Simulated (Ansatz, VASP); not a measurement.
# BN in two plane-wave programs

Wanted: the spread between two codes on one cell, functional and k mesh. The cell is taken from a series of runs on this material, whose earlier steps may have relaxed, scaled, displaced or heated it; both programs get it as it stands.

Program: Ansatz 0.2.0. Level of theory: plane waves, with VASP 6.6.1 beside it; zone-centre phonons at LDA. Results are calculated unless marked as measured.

## Step 1: Starting point

It takes space group F-43m (No. 216, cubic). Conventional cell: a = 3.627 Å, b = 3.627 Å, c = 3.627 Å, α = 90.00°, β = 90.00°, γ = 90.00°. Nearest to B lie 4 N at 1.57 Å. Nearest to N lie 4 B at 1.57 Å. Farther neighbours and most contacts between anions are not listed.

Coordinates:

```cif
data_structure
_symmetry_space_group_name_H-M 'F-43m'
_symmetry_Int_Tables_number 216
_cell_length_a 3.6270
_cell_length_b 3.6270
_cell_length_c 3.6270
_cell_angle_alpha 90.000
_cell_angle_beta 90.000
_cell_angle_gamma 90.000
_cell_volume 47.71
loop_
_atom_site_label
_atom_site_type_symbol
_atom_site_symmetry_multiplicity
_atom_site_Wyckoff_symbol
_atom_site_fract_x
_atom_site_fract_y
_atom_site_fract_z
_atom_site_occupancy
B1 B 4 a 0.00000 0.00000 0.00000 1
N1 N 4 d 0.25000 0.25000 0.75000 1
```

## Step 2: Ansatz: zone-centre phonons, LDA, pair 1

Ansatz runs on its PAW soft_1 files.

Second derivatives magnify differences that forces hide, and they need a tight electronic threshold.

Input file input.yaml:

```yaml
crystal:
  lattice:
    - [0.0, 1.813479664, 1.813479664]
    - [1.813479664, 0.0, 1.813479664]
    - [1.813479664, 1.813479664, 0.0]
  atoms:
    - { symbol: B, position: [0.0, 0.0, 0.0] }
    - { symbol: "N", position: [0.25, 0.25, 0.25] }
kpoints:
  mp_grid: { grid: [12, 12, 12] }
hamiltonian:
  xc: lda
  pseudopotentials: { kind: paw, azcp: { folder: soft_1 }, xc_functional: pbe }
scf:
  occupations: { method: fixed }
output:
  eigenvalues: true
phonons:
  method: dfpt
  dielectric: true
  rigid_motions: translations
```

Run with:

```console
$ ansatz run input.yaml --threads 4 --pin off --max-ram 10240MiB --backend cpu --events-out ev --progress --plain --runs-dir out
```

Numbers of over 12 decimals in the logs are rounded to 6 here.

Log:

```text
Engine: ansatz 0.2.0, aarch64-unknown-linux-gnu
Pseudopotentials: kind: paw
Pseudopotential: B, paw, valence charge 3, recommended cutoff 420 eV (normal), soft_1/B.paw.azcp
Pseudopotential: N, paw, valence charge 5, recommended cutoff 420 eV (normal), soft_1/N.paw.azcp
Functional definition: SPW92
  exchange = slater_x
  correlation = pw_c
Crystal: 2 atoms, lattice volume = 11.928 Å³
Basis set: ecut = 420 eV, 259 PW (Γ), exchange–correlation on 36×36×36 points (8 copies of the dense FFT grid, shifted against one another)
Bands: 8, of which v1, the nominal top of the filled ones, is band 4 counted from 1 (3 counted from 0)
Symmetry: 24 space group operations
k-points: 280 of 1728 (irreducible under 4 space group operations, time reversal used)
Non-local potential: B, projectors of the file, l = 0: 2, l = 1: 2, l = 2: 1
Non-local potential: N, projectors of the file, l = 0: 2, l = 1: 2, l = 2: 1
PAW form: soft (Blöchl's): semilocal exchange-correlation on the pseudo side does not see the compensation charge
PAW frozen core: B, regenerated for the run's functional, and the local potential with it (the file was generated under x = pbe(κ = 0.804, μ = 0.219515), c = pbe(β = 0.066725))
PAW frozen core: N, regenerated for the run's functional, and the local potential with it (the file was generated under x = pbe(κ = 0.804, μ = 0.219515), c = pbe(β = 0.066725))
PAW one-centre angular grid: B, 110 points (default); XC on 64 Gauss nodes
PAW one-centre angular grid: N, 110 points (default); XC on 64 Gauss nodes
Initial density: superposition of atomic densities (chi_scale 0.1, normalization cell, long waves kept (reshape's long-wave potential 0.00 eV rms))
Initial wavefunctions: pseudopotential atomic-orbital guess
Functional: x = slater, c = lda
SCF iter   1: F=—  HF=-527.163135 eV  |F-HF|=—  |Δ(HF+E_count)|=         —  Δρ=1.41e-1  dr2=1.92e0  ethr=3.10e-3  ⟨swp⟩=3.9  Hψ=12665  notcnv=0  defer=467
preconditioner: auto → none  [insulator: Δε(μ)=5.759 eV  Ē_g=20.075 eV  n_scr=0 (ndim 8)  ℏωp=30.4 eV  f_vac=0.000  ε∞_Penn≈3.3]
SCF iter   2: F=—  HF=-526.531740 eV  |F-HF|=—  |Δ(HF+E_count)|=   6.31e-1  Δρ=6.34e-2  dr2=2.69e-1  ethr=3.10e-3  ⟨swp⟩=2.0  Hψ=6554  notcnv=0  defer=82
SCF iter   3: F=—  HF=-526.459314 eV  |F-HF|=—  |Δ(HF+E_count)|=   7.24e-2  Δρ=2.16e-2  dr2=3.43e-2  ethr=3.10e-3  ⟨swp⟩=3.0  Hψ=3954  notcnv=0  defer=452
SCF iter   4: F=—  HF=-526.449493 eV  |F-HF|=—  |Δ(HF+E_count)|=   9.82e-3  Δρ=2.81e-3  dr2=3.28e-4  ethr=4.29e-4  ⟨swp⟩=3.0  Hψ=3936  notcnv=0  defer=535
SCF iter   5: F=—  HF=-526.449469 eV  |F-HF|=—  |Δ(HF+E_count)|=   2.34e-5  Δρ=1.76e-4  dr2=1.69e-6  ethr=4.09e-6  ⟨swp⟩=3.0  Hψ=3611  notcnv=0  defer=543
SCF iter   6: F=—  HF=-526.449470 eV  |F-HF|=—  |Δ(HF+E_count)|=   7.52e-7  Δρ=1.50e-5  dr2=5.89e-9  ethr=2.11e-8  ⟨swp⟩=2.5  Hψ=3369  notcnv=0  defer=48
SCF iter   7: F=—  HF=-526.449470 eV  |F-HF|=—  |Δ(HF+E_count)|=   2.02e-8  Δρ=6.47e-7  dr2=3.32e-11  ethr=1.25e-12  ⟨swp⟩=4.7  Hψ=11572  notcnv=0
SCF iter   8: F=-526.449470 eV  HF=-526.449470 eV  |F-HF|=1.14e-13  |Δ(HF+E_count)|=  7.96e-12  Δρ=6.13e-8  dr2=2.11e-13  ethr=1.00e-12  ⟨swp⟩=4.0  Hψ=8668  notcnv=0
SCF 1 converged in 8 iterations: F = -526.449470 eV  dr2 = 2.11e-13
  greatest PAW one-centre occupation: 0.780 electrons in one spin orbital (limit 2), on the N atom at site 1 (counted from 0), in its partial waves of l = 0
NSCF: frozen V_eff on 1 k-points
DFPT response loops at Γ: preconditioner auto → none (the input reference at scf.mixing.eps_inf says where Resta's filter doesn't serve); β = 0.50; Broyden in place of MSR1
SCF converged after 8 iterations
Free energy (F): -526.449470 eV
Harris-Foulkes:  -526.449470 eV  (|F-HF|=1.14e-13)
Internal energy: -526.449470 eV  (E = F + TS)
E sigma→0 (E₀):  -526.449470 eV
Fermi energy:    10.753515 eV
--- Per-component energies (eV) ---
  E_band       = 23.849241
  E_kinetic    = 182.612175
  E_local      = -161.045020  (includes V_loc(G=0)·N_el)
  E_nonlocal   = 43.954151
  E_hartree    = 48.770183
  E_xc         = -92.202290
  E_vxc        = -114.443976  (∫ρ·V_xc dr)
  E_paw        = -191.462578  (= ΣΔE_a)
  E_vpaw       = -24.769414  (= ΣTr[D̂ρ^β])
  E_aug_tail   = 0.000963  (compensation charges beyond the density's cutoff)
  E_ewald      = -357.202933
  E_core_change = 0.125878  (= ΣΔE_core)
  E_smearing   = -0.000000  (= −TS)
  E_closure    = 0.000000  (closes the sum)
  Σ components = -526.449470   (vs F -526.449470, Δ=0.00e0)
--- Band table (eV; the first three rows and the last of 280) ---
  k-point 0: bands = ["-9.2094", "10.7535", "10.7535", "10.7535", "19.3981", "19.3981", "19.3981", "21.0061"]
  k-point 1: bands = ["-9.0409", "9.8553", "10.5739", "10.5739", "19.6119", "19.6688", "19.6688", "21.5504"]
  k-point 2: bands = ["-8.5414", "7.7827", "10.1367", "10.1367", "19.9477", "20.2977", "20.2977", "22.8250"]
  k-point 279: bands = ["-3.2849", "3.2920", "3.8060", "4.2641", "20.1507", "23.8498", "24.9450", "25.2558"]
--- Phonons (Γ-DFPT): 2 representative perturbations + reference, on 280 of 1728 k-points (Σ response iterations 6) ---
  k mesh reduced under 4 symmetry operations, with k and −k counted as one. Each operation leaves every solved perturbation unchanged. A smaller set is not considered because the run solves the response to a homogeneous field
  ASR residual: 2.419e-6 → 0.000e0 eV/Å²; symmetrization residual: 2.002e-7 eV/Å²
  ASR residual per site (eV/Å²): 2.42e-6 1.41e-6
  Γ frequencies (cm⁻¹): 0.00 0.00 0.00 1015.75 1015.75 1015.75
  ε∞ (high-frequency dielectric tensor):
        4.603414     0.000000     0.000000
       -0.000000     4.603414     0.000000
        0.000000     0.000000     4.603414
  ε⁰ (static dielectric tensor: ions relaxed, cell fixed):
        6.959287     0.000000     0.000000
       -0.000000     6.959287     0.000000
        0.000000     0.000000     6.959287
  ε⁰ − ε∞ (ionic part):
        2.355872     0.000000     0.000000
        0.000000     2.355872     0.000000
        0.000000     0.000000     2.355872
  softest optical mode at Γ: 1015.75 cm⁻¹; the repairs (sum rule, projections) moved no ω² at Γ by more than (0.30 cm⁻¹)²
  Born effective charges Z* (e; rows j = field, columns β = displacement):
    site 0:
         1.89603   -0.00000    0.00000
         0.00000    1.89603   -0.00000
        -0.00000   -0.00000    1.89603
    site 1:
        -1.89603    0.00000   -0.00000
        -0.00000   -1.89603    0.00000
         0.00000    0.00000   -1.89603
  Z* charge neutrality: 2.325e-8 e pre-enforcement
  k-mesh period / interband length: 30.8 Å / 1.30 Å = 23.61 at k = (0.0000, -0.5000, -0.5000), direct gap 9.219 eV — 14 or more, which is no proof of convergence
  optical modes at Γ without the LO–TO term, one row a degenerate level:
      ω (cm⁻¹)  modes    IR ((D/Å)²/amu)
       1015.75      3            40.7804
  optical modes at Γ + LO–TO along q̂ = [1.0000, 0.0000, 0.0000]:
      ω (cm⁻¹)  modes    IR ((D/Å)²/amu)
       1015.75      2            27.1869
       1248.90      1            13.5935
  optical modes at Γ + LO–TO along q̂ = [0.0000, 1.0000, 0.0000]:
      ω (cm⁻¹)  modes    IR ((D/Å)²/amu)
       1015.75      2            27.1869
       1248.90      1            13.5935
  optical modes at Γ + LO–TO along q̂ = [0.0000, 0.0000, 1.0000]:
      ω (cm⁻¹)  modes    IR ((D/Å)²/amu)
       1015.75      2            27.1869
       1248.90      1            13.5935
```

[end of part 1 of 3]

[Lines on the potential files, build, host, timing and source positions are cut from VASP's logs without a mark.]

[Logs are printed without paths, hosts, clocks, repeated set-up lines and the standing remarks that a program may print on its own settings, such as how far it seeks lower states.]

[Hosts, paths, dates, database ids (printed as entryN), source tags and the programs' standing remarks are cut or masked in the printed files.]
